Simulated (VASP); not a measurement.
SrCl2 (fluorite) relaxed at rising pressure, in one space group throughout; other phases were not tried. The pressures are those reached. Method: PBE GGA, VASP's PBE PAW potentials (set 64) (plane waves; VASP).

| P (GPa) | V (Å³/atom) | k-mesh |
|---|---|---|
| 0.08 | 29.066 | 6×6×6 |
| 5.01 | 26.005 | 6×6×6 |
| 9.96 | 24.062 | 6×6×6 |
| 19.93 | 21.574 | 6×6×6 |
| 29.92 | 19.936 | 6×6×6 |

Q: Fit an equation of state and predict the volume at 45.00 GPa.

A: Least squares on the third-order Birch-Murnaghan form, P = (3B0/2)(y⁷ − y⁵)[1 + (3/4)(B′ − 4)(y² − 1)] with y = (V0/V)^(1/3), gives V0 = 29.132 Å³/atom, B0 = 34 GPa and B′ = 4.3, and so 18.238 Å³/atom. The run gave 18.219 Å³/atom, -0.1 % from the fit.

Pressures at which the relaxation failed are left out.

The compound is SrCl2 in the fluorite structure.
